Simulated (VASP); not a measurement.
Here is the system:

```yaml
crystal:
  lattice:
    - [7.40327, 0.00000, 0.00000]
    - [0.00000, 7.40327, 0.00000]
    - [0.00000, 0.00000, 7.40327]
  atoms:
    - { symbol: Hg, position: [0.00000, 0.00000, 0.00000] }
    - { symbol: Hg, position: [0.50000, 0.50000, 0.00000] }
    - { symbol: Hg, position: [0.00000, 0.50000, 0.50000] }
    - { symbol: Hg, position: [0.50000, 0.00000, 0.50000] }
    - { symbol: I, position: [0.34675, 0.34675, 0.34675] }
    - { symbol: I, position: [0.84675, 0.15325, 0.65325] }
    - { symbol: I, position: [0.65325, 0.84675, 0.15325] }
    - { symbol: I, position: [0.15325, 0.65325, 0.84675] }
    - { symbol: I, position: [0.65325, 0.65325, 0.65325] }
    - { symbol: I, position: [0.15325, 0.84675, 0.34675] }
    - { symbol: I, position: [0.34675, 0.15325, 0.84675] }
    - { symbol: I, position: [0.84675, 0.34675, 0.15325] }
```

These are PBEsol GGA, VASP's PBE PAW potentials (set 64) (plane waves; VASP) values and carry that method's errors. Settings: 400 eV cut-off, Gaussian smearing of 0.050 eV, potentials Hg I.

Give the energies of bands 41 to 54 at the high-symmetry points, in eV from the Fermi level.

| band | Γ | X | M | R | X1 |
|---|---|---|---|---|---|
| 41 | -1.44 | -1.48 | -1.36 | -1.48 | -1.48 |
| 42 | -1.44 | -1.48 | -1.36 | -1.48 | -1.48 |
| 43 | -1.44 | -1.22 | -1.36 | -1.48 | -1.22 |
| 44 | -1.41 | -1.22 | -1.36 | -1.48 | -1.22 |
| 45 | -0.60 | -0.90 | -1.00 | -0.75 | -0.90 |
| 46 | -0.60 | -0.90 | -1.00 | -0.75 | -0.90 |
| 47 | -0.60 | -0.50 | -1.00 | -0.75 | -0.50 |
| 48 | -0.52 | -0.50 | -1.00 | -0.75 | -0.50 |
| 49 | -0.14 | -0.29 | -0.32 | -0.49 | -0.29 |
| 50 | -0.14 | -0.29 | -0.32 | -0.49 | -0.29 |
| 51 | -0.14 | -0.09 | -0.32 | -0.49 | -0.09 |
| 52 | -0.11 | -0.09 | -0.32 | -0.49 | -0.09 |
| 53 | -0.11 | 1.18 | 1.44 | 1.65 | 1.18 |
| 54 | 2.43 | 1.18 | 1.44 | 1.65 | 1.18 |

It has no gap at this level: it comes out as a metal or semimetal.

The structure was generated: HgI2 was put into the pyrite type (Pa-3), which need not be its known phase. It was relaxed first, which changed the volume by +10 %.
